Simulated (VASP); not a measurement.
# Sn3P2 in VASP: a series of runs, part 2 of 2

VASP 6.6.1. Earlier steps stand in the parts before.

### 3 Relaxation of cell and atoms, PBE

This run uses another cell than the first one, of 28.13 Å³/atom, 1.137 times its volume.

Contents of INCAR:

```
SYSTEM = Sn3P2
ALGO     = Fast           ! electronic algorithm
EDIFF    = 1E-4           ! SCF threshold, eV
EDIFFG   = -0.08          ! ionic threshold
ENCUT    = 520            ! plane-wave cutoff, eV
GGA      = PE             ! functional
IBRION   = 2              ! ionic algorithm
ISIF     = 3              ! what is computed and relaxed
ISMEAR   = 0              ! smearing method
LASPH    = .True.         ! aspherical terms in the spheres
LCHARG   = .False.        ! write CHGCAR
LREAL    = .False.        ! projectors in reciprocal space
LWAVE    = .False.        ! write WAVECAR
NELM     = 60             ! most SCF steps
NSW      = 24             ! ionic steps
PREC     = Normal         ! precision mode
SIGMA    = 0.15           ! smearing width, eV
```

Contents of KPOINTS:

```
k-points
0
Gamma
  3 3 3
  0 0 0
```

Contents of POSCAR:

```
Sn3P2
1.0
    2.6970446500      1.5571394500      5.5819161900
   -2.6970446500      1.5571394500      5.5819161900
    0.0000000000     -3.1142789100      5.5819161900
Sn P
3 2
Direct
    0.0000000000      0.0000000000      0.0000000000
    0.3989999900      0.3989999900      0.3989999900
    0.6010000100      0.6010000100      0.6010000100
    0.7946000100      0.7946000100      0.7946000100
    0.2053999900      0.2053999900      0.2053999900
```

Potentials or basis: VASP PAW PBE potentials, release 64 (Sn_d, P).

The run is started by

```
$ cat potpaw_PBE.64/Sn_d/POTCAR potpaw_PBE.64/P/POTCAR > POTCAR
$ mpirun -np 1 vasp_std > vasp.out
```

OUTCAR:

```text
SYSTEM = Sn3P2
   EDIFF = 1E-4
   EDIFFG = -0.08
   ENCUT = 520
   GGA = PE
   IBRION = 2
   ISIF = 3
   ISMEAR = 0
   LASPH = .True.
   LREAL = .False.
   NELM = 60
   NSW = 24
   PREC = Normal

 ion  position               nearest neighbor table
   1  0.000  0.000  0.000-   3 3.30   2 3.30   3 3.30   3 3.30   2 3.30   2 3.30
   2  0.399  0.399  0.399-   5 3.24   4 3.28   4 3.28   4 3.28   1 3.30   1 3.30   1 3.30   3 3.38

   3  0.601  0.601  0.601-   4 3.24   5 3.28   5 3.28   5 3.28   1 3.30   1 3.30   1 3.30   2 3.38

   4  0.795  0.795  0.795-   3 3.24   2 3.28   2 3.28   2 3.28
   5  0.205  0.205  0.205-   2 3.24   3 3.28   3 3.28   3 3.28

  LATTYP: Found a trigonal (rhomboedric) cell.
 ALAT       =     6.3919106270
 COS(alpha) =     0.6439222150

  Lattice vectors:

 A1 = (   2.6970446500,   1.5571394500,   5.5819161900)
 A2 = (  -2.6970446500,   1.5571394500,   5.5819161900)
 A3 = (   0.0000000000,  -3.1142789100,   5.5819161900)

Analysis of symmetry for initial positions (statically):
=====================================================================
 Subroutine PRICEL returns:
 Original cell was already a primitive cell.

 Routine SETGRP: Setting up the symmetry group for a
 trigonal (rhombohedral) supercell.

 Subroutine GETGRP returns: Found 12 space group operations
 (whereof 12 operations were pure point group operations)
 out of a pool of 12 trial point group operations.

The static configuration has the point symmetry D_3d.

Analysis of symmetry for dynamics (positions and initial velocities):
=====================================================================
 Subroutine PRICEL returns:
 Original cell was already a primitive cell.

 Routine SETGRP: Setting up the symmetry group for a
 trigonal (rhombohedral) supercell.

 Subroutine GETGRP returns: Found 12 space group operations
 (whereof 12 operations were pure point group operations)
 out of a pool of 12 trial point group operations.

The dynamic configuration has the point symmetry D_3d.

 Subroutine INISYM returns: Found 12 space group operations
 (whereof 12 operations are pure point group operations),
 and found     1 'primitive' translations

----------------------------------------------------------------------------------------

                                     Primitive cell

  volume of cell :     140.6534

  direct lattice vectors                    reciprocal lattice vectors
     2.697044650  1.557139450  5.581916190     0.185388106  0.107033873  0.059716650
    -2.697044650  1.557139450  5.581916190    -0.185388106  0.107033873  0.059716650
     0.000000000 -3.114278910  5.581916190     0.000000000 -0.214067746  0.059716649

  length of vectors
     6.391910627  6.391910627  6.391910628     0.222241036  0.222241036  0.222241036

  position of ions in fractional coordinates (direct lattice)
     0.000000000  0.000000000  0.000000000
     0.398999990  0.398999990  0.398999990
     0.601000010  0.601000010  0.601000010
     0.794600010  0.794600010  0.794600010
     0.205399990  0.205399990  0.205399990

  ion indices of the primitive-cell ions
   primitive index   ion index
                 1           1
                 2           2
                 3           3
                 4           4
                 5           5

----------------------------------------------------------------------------------------

 KPOINTS: k-points

Automatic generation of k-mesh.
 Grid dimensions read from file:
 generate k-points for:    3    3    3

 Generating k-lattice:

  Cartesian coordinates                     Fractional coordinates (reciprocal lattice)
     0.061796035  0.035677958  0.019905550     0.333333333  0.000000000  0.000000000
    -0.061796035  0.035677958  0.019905550     0.000000000  0.333333333  0.000000000
     0.000000000 -0.071355915  0.019905550     0.000000000  0.000000000  0.333333333

  Length of vectors
     0.074080345  0.074080345  0.074080345

  Shift w.r.t. Gamma in fractional coordinates (k-lattice)
     0.000000000  0.000000000  0.000000000

 Subroutine IBZKPT returns following result:
 ===========================================

 Found      6 irreducible k-points:

 Following reciprocal coordinates:
            Coordinates               Weight
  0.000000  0.000000  0.000000      1.000000
  0.333333  0.000000  0.000000      6.000000
  0.333333  0.333333  0.000000      6.000000
 -0.333333  0.333333  0.000000      6.000000
  0.333333  0.333333  0.333333      2.000000
 -0.333333  0.333333  0.333333      6.000000
   k-points           NKPTS =      6   k-points in BZ     NKDIM =      6   number of bands    NBANDS=     31
   number of dos      NEDOS =    301   number of ions     NIONS =      5
   total plane-waves  NPLWV =  46656
   dimension x,y,z NGX =    36 NGY =   36 NGZ =   36
   dimension x,y,z NGXF=    72 NGYF=   72 NGZF=   72
   ions per type =               3   2
   NGX,Y,Z   is equivalent  to a cutoff of   9.36,  9.36,  9.36 a.u.
   NGXF,Y,Z  is equivalent  to a cutoff of  18.73, 18.73, 18.73 a.u.
 SYSTEM =  Sn3P2
   PREC   = normal    normal or accurate (medium, high low for compatibility)
   ISTART =      0    job   : 0-new  1-cont  2-samecut
   ICHARG =      2    charge: 1-file 2-atom 10-const
   ISPIN  =      1    spin polarized calculation?
   LNONCOLLINEAR =      F non collinear calculations
   LSORBIT =      F    spin-orbit coupling
   LASPH  =      T    aspherical Exc in radial PAW
   ENCUT  =  520.0 eV  38.22 Ry    6.18 a.u.  11.88 11.88 11.88*2*pi/ulx,y,z
   NELM   =     60;   NELMIN=  2; NELMDL= -5     # of ELM steps
   EDIFF  = 0.1E-03   stopping-criterion for ELM
   LREAL  =      F    real-space projection
   EDIFFG = -.8E-01   stopping-criterion for IOM
   NSW    =     24    number of steps for IOM
   IBRION =      2    ionic relax: 0-MD 1-quasi-New 2-CG
   NFREE  =      1    steps in history (QN), initial steepest desc. (CG)
   ISIF   =      3    stress and relaxation
   ISYM   =      2    0-nonsym 1-usesym 2-fastsym
   POTIM  = 0.5000    time-step for ionic-motion
   TEBEG  =    0.0;   TEEND  =   0.0 temperature during run
   PSTRESS=    0.0 pullay stress
   NELECT =      52.0000    total number of electrons
   NUPDOWN=      -1.0000    fix difference up-down
   EMIN   =  10.00;   EMAX   =-10.00  energy-range for DOS
   EFERMI =   0.00;   METHOD = LEGACY
   ISMEAR =     0;   SIGMA  =   0.15  broadening in eV -4-tet -1-fermi 0-gaus
   EFERMI_NEDOS =   21; number of points for ismear=-14 and -15
   IALGO  =     68    algorithm
   IMIX   =      4    mixing-type and parameters
     AMIX     =   0.40;   BMIX     =  1.00
     AMIX_MAG =   1.60;   BMIX_MAG =  1.00
  volume/ion in A,a.u.               =      28.13       189.84
  Fermi-wavevector in a.u.,A,eV,Ry     =   1.174968  2.220367 18.783506  1.380549
  Thomas-Fermi vector in A             =   2.311356
   LORBIT       =      0    0 simple, 1 ext, 2 COOP (PROOUT), +10 PAW based schemes
   GGA     = PE    functional components
   LHFCALC =     F    Hartree Fock is set to
   AEXX    =    0.0000 exact exchange contribution
   IVDW    =     0    specifies the selected vdW correction
   LEPSILON=     F    determine dielectric tensor
   LRPA    =     F    only Hartree local field effects (RPA)
 conjugate gradient relaxation of ions
 non-spin polarized calculation
 RMM-DIIS sequential band-by-band and
 Gauss-broadening in eV      SIGMA  =   0.15
  energy-cutoff  :      520.00
  volume of cell :      140.65
 maximum number of plane-waves:      3798
   NGX = 23   NGY = 23   NGZ = 23

--------------------------------------- Ionic step        1  -------------------------------------------

 number of electron      52.0000012 magnetization

 Free energy of the ion-electron system (eV)
  ---------------------------------------------------
  ext. energy  EPLUGINS =         0.00000000
  ---------------------------------------------------
  free energy    TOTEN  =       -19.18415982 eV

  energy without entropy =      -19.12419324  energy(sigma->0) =      -19.15417653

 E-fermi :   5.7632     XC(G=0):  -9.6028

 val. band max:        5.6566880900   @ k =   0.3333   0.3333   0.0000
 cond. band min:       5.8384848766   @ k =   0.0000   0.0000   0.0000
 fundamental gap:      0.1817967866
 Fermi energy:         5.7632415140

 k-point     1 :       0.0000    0.0000    0.0000
  band No.  band energies     occupation
      1     -16.0070      2.00000
      2     -16.0070      2.00000
      3     -15.9798      2.00000
      4     -15.9672      2.00000
      5     -15.9672      2.00000
      6     -15.9503      2.00000
[... 303 lines left out ...]
  FREE ENERGIE OF THE ION-ELECTRON SYSTEM (eV)
  ---------------------------------------------------
  free  energy   TOTEN  =       -19.9093047546 eV

  energy  without entropy=      -19.8615453864  energy(sigma->0) =      -19.88542507

[... ionic steps 4 to 17 ...]

--------------------------------------- Ionic step       18  -------------------------------------------

 number of electron      51.9999982 magnetization

------------------------ aborting loop because EDIFF is reached ----------------------------------------
[... 73 lines left out ...]
--------------------------------------- Ionic step       20  -------------------------------------------

 number of electron      51.9999973 magnetization

 Free energy of the ion-electron system (eV)
  ---------------------------------------------------
  ext. energy  EPLUGINS =         0.00000000
  ---------------------------------------------------
  free energy    TOTEN  =       -20.57822132 eV

  energy without entropy =      -20.55056134  energy(sigma->0) =      -20.56439133

 E-fermi :   7.4733     XC(G=0): -10.3375

 val. band max:        7.3335068327   @ k =   0.3333   0.3333   0.3333
 cond. band min:       7.5452145107   @ k =   0.3333   0.3333   0.0000
 fundamental gap:      0.2117076780
 Fermi energy:         7.4732797737

 k-point     1 :       0.0000    0.0000    0.0000
  band No.  band energies     occupation
      1     -14.0714      2.00000
      2     -14.0714      2.00000
      3     -14.0578      2.00000
      4     -14.0123      2.00000
      5     -14.0123      2.00000
      6     -13.9981      2.00000
[... 225 lines left out ...]
  FREE ENERGIE OF THE ION-ELECTRON SYSTEM (eV)
  ---------------------------------------------------
  free  energy   TOTEN  =       -20.5782213205 eV

  energy  without entropy=      -20.5505613446  energy(sigma->0) =      -20.56439133

 reached required accuracy - stopping structural energy minimisation
```

It took 3.1 min on 1 thread of AMD EPYC 9R14 (Zen 4), shared host; peak memory 0.19 GiB.

Results:

| Quantity | Value |
| --- | --- |
| Free energy | -20.5782 eV |
| Relaxed volume | 23.59 Å³/atom |
| Relaxed cell | a = 6.401 Å, b = 6.401 Å, c = 6.401 Å, α = 44.69°, β = 44.69°, γ = 44.69° |
| Space group after relaxing (to 0.05 Å) | R-3m (No. 166) |
| Energy gained by relaxing | 278.8 meV/atom |
| Ionic steps | 20 |
| Pressure after relaxing | -0.2 GPa |
| Largest force after relaxing | 0.073 eV/Å |
| Band gap on the k mesh | none (metal or under the smearing width) |

Forces in eV/Å, atoms in the order of the input:
```
Sn   0.000  0.000  0.000
Sn   0.000  0.000 -0.072
Sn   0.000  0.000  0.072
P    0.000  0.000  0.073
P    0.000  0.000 -0.073
```

Stress tensor (GPa, compression positive):
```
-0.12  0.00  0.00
 0.00 -0.12  0.00
 0.00  0.00 -0.50
```

Step by step:
| step | energy change (eV) | largest force (eV/Å) | pressure (GPa) | volume (Å³) |
| --- | --- | --- | --- | --- |
| 1 | 0.0000 | 0.1277 | -7.55 | 140.65 |
| 2 | -0.7252 | 0.4838 | -0.43 | 115.35 |
| 3 | -0.7251 | 0.5104 | 0.57 | 114.44 |
| 4 | -0.7724 | 0.5696 | 0.46 | 113.50 |
| 5 | -0.8322 | 0.5515 | 1.11 | 110.68 |
| 6 | -0.8653 | 0.5060 | 1.19 | 111.04 |
| 7 | -0.9376 | 0.5866 | 0.73 | 112.12 |
| 8 | -1.0838 | 0.9375 | 0.89 | 114.22 |
| 9 | -1.0382 | 1.5059 | 1.83 | 118.25 |
| 10 | -1.1588 | 1.2204 | 1.01 | 116.28 |
| 11 | -1.2025 | 1.1645 | 0.96 | 116.85 |
| 12 | -1.2811 | 0.8831 | 0.37 | 118.52 |
| 13 | -1.2878 | 0.4208 | 0.46 | 121.58 |
| 14 | -1.2940 | 0.4213 | 0.10 | 120.94 |
| 15 | -1.2963 | 0.5683 | -0.07 | 119.76 |
| 16 | -1.3137 | 0.5210 | 0.38 | 119.46 |
| 17 | -1.3550 | 0.4439 | 0.29 | 118.57 |
| 18 | -1.3883 | 0.1887 | 0.47 | 116.80 |
| 19 | -1.3922 | 0.1261 | 0.10 | 117.35 |
| 20 | -1.3941 | 0.0728 | -0.25 | 117.95 |

Final structure:
```
Sn P
1.0
     2.43320    1.40481    5.75087
    -2.43320    1.40481    5.75087
     0.00000   -2.80962    5.75087
Sn P
3 2
Direct
  0.00000 0.00000 0.00000
  0.41154 0.41154 0.41154
  0.58846 0.58846 0.58846
  0.82813 0.82813 0.82813
  0.17187 0.17187 0.17187
```

Levels at points of the mesh, in eV from the Fermi level:
```tsv
k point	band 22	band 23	band 24	band 25	band 26	band 27	band 28	band 29	band 30	band 31
(0.00, 0.00, 0.00)	-3.24	-2.34	-2.34	-1.45	-0.97	0.43	0.43	0.45	0.45	2.32
```

Caveat: the k mesh is coarse (spacing up to 0.47 Å⁻¹), so the values aren't converged; the volume moved by over 15 % at a fixed basis, so the end points are rough; the relaxation stopped at a loose force limit of 0.08 eV/Å, so its end isn't a converged minimum.
